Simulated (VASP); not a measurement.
Set up this calculation in VASP 6.6.1, as the native input.

| Item | Value |
| --- | --- |
| Task | single point |
| Functional | PBE |
| Potentials or basis | VASP PAW PBE potentials, release 64 (S, Cl, Au) |
| Cutoff | 520 eV |
| k mesh | 4 × 4 × 4 |
| Occupations | gaussian, width 0.05 eV |
| Spin | no spin polarisation |
| Dipole correction | no |
| Further INCAR settings | ALGO = Normal; EDIFF = 1e-06; NBANDS = 31 |

The structure of Au3SCl lies in POSCAR:

```
Au3SCl
1.0
    5.6507136535      0.0000000000      0.0000000000
    0.0000000000      5.6507136535      0.0000000000
    0.0000000000      0.0000000000      5.6507136535
S Cl Au
1 1 3
Direct
    0.0000000000      0.0000000000      0.0000000000
    0.5000000000      0.5000000000      0.5000000000
    0.5000000000      0.5000000000      0.0000000000
    0.5000000000      0.0000000000      0.5000000000
    0.0000000000      0.5000000000      0.5000000000
```

The cell comes from a database or a generator and needn't be the stable form of this composition.

The input as run:

INCAR

```
ALGO = Normal ; EDIFF = 1E-6
ENCUT = 520 ; GGA = PE
ISIF = 2 ; ISMEAR = 0
LASPH = True ; LCHARG = False
LREAL = False ; LWAVE = False
NBANDS = 31 ; NELM = 100
PREC = Accurate ; SIGMA = 0.05
```

KPOINTS

```
k-points
0
Gamma
  4 4 4
```

Potentials or basis: VASP PAW PBE potentials, release 64 (S, Cl, Au).

Launch:

```sh
$ cat potpaw_PBE.64/S/POTCAR potpaw_PBE.64/Cl/POTCAR potpaw_PBE.64/Au/POTCAR > POTCAR
$ mpirun -np 1 vasp_std > vasp.out
```

Results of the run:

```
Pressure               : -6.1 GPa
Band gap on the k mesh : none (metal or under the smearing width)
```

Wall time 33 s on 1 thread of AMD EPYC 9R45 (Zen 5), on a shared host, peak memory 0.24 GiB.
